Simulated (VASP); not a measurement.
Set up this calculation in VASP 6.6.1, as the native input.

```
Task                   : single point
Functional             : PBEsol
Potentials or basis    : VASP PAW PBE potentials, release 64 (Y_sv, V_sv, Mg_pv)
Cutoff                 : 520 eV
k mesh                 : 5 × 5 × 5
Occupations            : gaussian, width 0.05 eV
Spin                   : collinear spin, ferromagnetic start
Starting moments       : [0.0, 2.0, 0.0, 0.0, 0.0, 0.0, 0.0, 0.0] μB
Further INCAR settings : ALGO = Normal; EDIFF = 1e-06; NBANDS = 50
```

The structure of YMg6V lies in POSCAR:

```
YMg6V
1.0
    5.0927340000      0.0000000000      0.0000000000
    0.0000000000      3.2540330000      5.6001945000
    0.0000000000     -3.2540330000      5.6001945000
Y V Mg
1 1 6
Cartesian
    0.0000000000      0.0000000000      9.2573343159
    2.5463670000      0.0000000000      7.4769540816
    2.5463670000      0.0000000000      1.8548628211
    2.5463670000      1.5958298477      4.6950574637
    2.5463670000     -1.5958298477      4.6950574637
    0.0000000000      0.0000000000      3.7829537855
    0.0000000000      1.5628599854      6.5196680342
    0.0000000000     -1.5628599854      6.5196680342
```

The cell comes from a database or a generator and needn't be the stable form of this composition.

These files were run (other wordings do the same):

INCAR

```
SYSTEM = YMg6V
  PREC = Accurate
  ENCUT = 520
  EDIFF = 1E-6
  ISMEAR = 0
  SIGMA = 0.05
  LREAL = .FALSE.
  LASPH = .TRUE.
  NELM = 150
  ALGO = Normal
  ISIF = 2
  LWAVE = .FALSE.
  LCHARG = .FALSE.
  ISPIN = 2
  MAGMOM = 0 2 0 0 0 0 0 0
  LORBIT = 11
  LMAXMIX = 4
  GGA = PS
  NBANDS = 50
```

KPOINTS

```
Automatic mesh
0
G
  5 5 5
  0 0 0
```

Potentials or basis: VASP PAW PBE potentials, release 64 (Y_sv, V_sv, Mg_pv).

Launch:

```sh
$ cat potpaw_PBE.64/Y_sv/POTCAR potpaw_PBE.64/V_sv/POTCAR potpaw_PBE.64/Mg_pv/POTCAR > POTCAR
$ mpirun -np 1 vasp_std > vasp.out
```

Results of the run:

```
Pressure                                              : -1.2 GPa
Largest force                                         : 0.095 eV/Å
Band gap on the k mesh                                : none (metal or under the smearing width)
Net moment                                            : 3.51 μB per cell
Site moments                                          : Y +0.19; V +2.61; Mg -0.01, +0.00, -0.00 μB
Valence electrons inside the program's atomic spheres : Y 9.58; V 11.32; Mg 6.28, 6.32
```

Caveat: the PAW data sets were made with another functional, which shifts forces and pressure a little.

Wall time 8.9 min on 1 thread of Intel(R) Xeon(R) Platinum 8488C (Sapphire Rapids) (shared host), peak memory 0.6 GiB.
